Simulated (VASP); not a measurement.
Here is the system:

```
CELL_PARAMETERS angstrom
     -1.57900     1.57900     3.86142
      1.57900    -1.57900     3.86142
      1.57900     1.57900    -3.86142
ATOMIC_POSITIONS crystal
  Si 0.66500 0.66500 0.00000
  Si 0.33500 0.33500 0.00000
  Mo 0.00000 0.00000 0.00000
```

The numbers are results of PBE GGA, VASP's PBE PAW potentials (set 64) (plane waves; VASP), not measurements. Numerical set-up: 300 eV cut-off, 15×15×15 Γ-centred mesh, Fermi-Dirac smearing of 0.050 eV, potentials Si Mo_sv.

At this cut-off the stress carries a Pulay error, which pulls relaxed volumes low.

Problem. What does the run give for the energy per atom (σ→0), pressure, largest force, band gap (on the k-mesh) with the smallest direct gap where there is one?

Solution. 
```
Quantity                                                     Value
------------------------  ----------------------------------------
band gap (on the k-mesh)  none (metal, semimetal or under 0.01 eV)
energy per atom (σ→0)                               -7.716 eV/atom
pressure                                                130.9 kbar
largest force                                           0.132 eV/Å
```

Only differences to runs with the same potentials and settings are physical.

The structure is a typed MoSi2 crystal. The cell was not relaxed at this level.
